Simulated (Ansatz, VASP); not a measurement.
Si: VASP beside Ansatz

```xyz
2
Lattice="0.0000 2.7169 2.7169 2.7169 0.0000 2.7169 2.7169 2.7169 0.0000" Properties=species:S:1:pos:R:3 pbc="T T T"
Si    4.0754    4.0754    4.0754
Si    2.7169    2.7169    2.7169
```

Alike in both runs: functional PBEsol; k mesh 12 × 12 × 12; occupations gaussian, width 0.02 eV; no spin polarisation.

Ansatz relaxed the structure, and its values are those at the end. VASP's run is a single point on that final structure, the one shown.

|  | VASP | Ansatz |
| --- | --- | --- |
| version | VASP 6.6.1 | Ansatz 0.2.0 |
| potentials or method | VASP PAW PBE potentials, release 64 (Si) | scalar-relativistic, plane waves, PAW |
| plane-wave cutoff (eV) | 520 | 420 |
| valence electrons in the cell | 8 | 8 |

|  | VASP | Ansatz | Ansatz less VASP |
| --- | --- | --- | --- |
| gap on the k mesh at the Fermi level (eV) | 0.46 | 0.46 | +0.005 |
| least direct gap on the mesh (eV) | 2.52 | 2.52 | +0.003 |
| pressure (GPa) | 0.1 | 0.0 | -0.11 |

Caveats: the PAW data sets were made with another functional, which shifts forces and pressure a little (VASP). A k mesh can miss the band edges. As with any semilocal functional, this PBEsol gap is likely too small.
